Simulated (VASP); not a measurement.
These are vdW-DF2, VASP's PBE PAW potentials (set 64) (plane waves; VASP) values and carry that method's errors.

A VASP calculation is set up with these files.

**INCAR**
```
# general
SYSTEM    =  HfB2
PREC      =  Accurate
ENCUT     =  520
LREAL     =  .FALSE.   # projection in real space or not
LASPH     =  .TRUE.

# electronic loop
EDIFF     =  1E-7
NELM      =  100   # most electronic steps
ALGO      =  Normal   # blocked Davidson
LMAXMIX   =  6   # l cut-off of mixed one-centre charges

# smearing
ISMEAR    =  1   # Methfessel-Paxton
SIGMA     =  0.1   # width (eV)

# functional
GGA       =  ML
LUSE_VDW  =  .TRUE.
AGGAC     =  0.0
ZAB_VDW   =  -1.8867

# ions
IBRION    =  2   # conjugate gradients
NSW       =  30   # most ionic steps
ISIF      =  4
EDIFFG    =  -0.01   # ionic stop

# output
LWAVE     =  .FALSE.
LCHARG    =  .FALSE.
```

POSCAR:
```
HfB2
1
    1.5934372576    -2.7599145265     0.0000000000
    1.5934372576     2.7599145265     0.0000000000
    0.0000000000     0.0000000000     3.6159096965
Hf B
1 2
Direct
  0.0000000000   0.0000000000   0.0000000000
  0.3333330000   0.6666670000   0.5000000000
  0.6666670000   0.3333330000   0.5000000000
```

### KPOINTS
```
Automatic mesh
0
Gamma
11 11 9
0 0 0
```

POTCAR, in this order: Hf_pv B (PBE.64 set). Program: vasp_std.

What VASP printed:

File OSZICAR:
```
       N       E                     dE             d eps       ncg     rms          rms(c)
DAV:   1     0.331370664775E+02    0.33137E+02   -0.83373E+03  1920   0.125E+03
DAV:   2    -0.212481589907E+02   -0.54385E+02   -0.51144E+02  2404   0.235E+02
DAV:   3    -0.230933313603E+02   -0.18452E+01   -0.17912E+01  2560   0.324E+01
DAV:   4    -0.231127827624E+02   -0.19451E-01   -0.19343E-01  2364   0.342E+00
DAV:   5    -0.231130489711E+02   -0.26621E-03   -0.26614E-03  2516   0.319E-01    0.430E+01
DAV:   6    -0.201575974256E+02    0.29555E+01   -0.75205E+00  2304   0.170E+01    0.336E+01
DAV:   7    -0.201300524394E+02    0.27545E-01   -0.14955E+00  2492   0.808E+00    0.155E+01
DAV:   8    -0.201083949551E+02    0.21657E-01   -0.30608E-01  2372   0.394E+00    0.252E+00
DAV:   9    -0.201006951207E+02    0.76998E-02   -0.39396E-02  2348   0.140E+00    0.241E-01
DAV:  10    -0.201008655565E+02   -0.17044E-03   -0.15719E-03  2348   0.329E-01    0.385E-01
DAV:  11    -0.201009153814E+02   -0.49825E-04   -0.17145E-04  2420   0.132E-01    0.104E-01
DAV:  12    -0.201009124535E+02    0.29279E-05   -0.92360E-06  2408   0.297E-02    0.510E-02
DAV:  13    -0.201009137023E+02   -0.12488E-05   -0.46383E-06  2216   0.228E-02    0.155E-03
DAV:  14    -0.201009137374E+02   -0.35082E-07   -0.14365E-07  2036   0.341E-03
   1 F= -.20100914E+02 E0= -.20100778E+02  d E =-.201009E+02
       N       E                     dE             d eps       ncg     rms          rms(c)
DAV:   1    -0.201010092654E+02   -0.95563E-04   -0.49905E-03  2036   0.609E-01    0.746E-02
DAV:   2    -0.201009790256E+02    0.30240E-04   -0.64712E-05  2428   0.714E-02    0.329E-02
DAV:   3    -0.201009646571E+02    0.14369E-04   -0.14458E-05  2368   0.305E-02    0.102E-02
DAV:   4    -0.201009640726E+02    0.58445E-06   -0.18620E-06  2712   0.115E-02    0.610E-03
DAV:   5    -0.201009640711E+02    0.15382E-08   -0.98850E-08  1596   0.255E-03
   2 F= -.20100964E+02 E0= -.20100823E+02  d E =-.503337E-04
```

OUTCAR:
```
------------------------ aborting loop because EDIFF is reached ----------------------------------------
  FORCE on cell =-STRESS in cart. coord.  units (eV):
  Direction    XX          YY          ZZ          XY          YZ          ZX
  --------------------------------------------------------------------------------------
  Total       -1.2641162     -1.2641164     -1.2590817      0.0000000      0.0000000      0.0000000
  in kB      -63.6823971    -63.6824076    -63.4287769      0.0000000      0.0000000      0.0000000
  external PRESSURE =     -63.5978605 kB  Pullay stress =       0.0000000 kB
  volume of cell :       31.80
      direct lattice vectors                 reciprocal lattice vectors
     1.592639858 -2.758533380  0.000000000     0.313944171 -0.181255737  0.000000000
     1.592639858  2.758533380 -0.000000000     0.313944171  0.181255737  0.000000000
    -0.000000000  0.000000000  3.619531428    -0.000000000  0.000000000  0.276278855
 POSITION                                       TOTAL-FORCE (eV/Angst)
 -----------------------------------------------------------------------------------
      0.00000      0.00000      0.00000         0.000000      0.000000     -0.000000
      1.59264      0.91951      1.80977        -0.000000      0.000000      0.000000
      1.59264     -0.91951      1.80977         0.000000     -0.000000     -0.000000
 -----------------------------------------------------------------------------------
    total drift:                                0.000000     -0.000000      0.000000
  FREE ENERGIE OF THE ION-ELECTRON SYSTEM (eV)
  ---------------------------------------------------
  free  energy   TOTEN  =       -20.1009640711 eV

  energy  without entropy=      -20.1005401657  energy(sigma->0) =      -20.10082277

 reached required accuracy - stopping structural energy minimisation
```
(Selected blocks of OUTCAR.)

**CONTCAR**
```
HfB2
   1.00000000000000
     1.5926398580887280   -2.7585333799715843    0.0000000000000000
     1.5926398580887280    2.7585333799715843   -0.0000000000000000
    -0.0000000000000000    0.0000000000000000    3.6195314278118924
  Hf              B
     1     2
Direct
     0.0000000000000000    0.0000000000000000    0.0000000000000000
     0.3333330000000032    0.6666669999999968    0.5000000000000000
     0.6666669999999968    0.3333330000000032    0.5000000000000000
```

The compound is HfB2 in the AlB2 type structure. This cell is one point of a volume scan, at 1.03 of the reference volume. Symmetry was kept, so distortions that lower it aren't found.
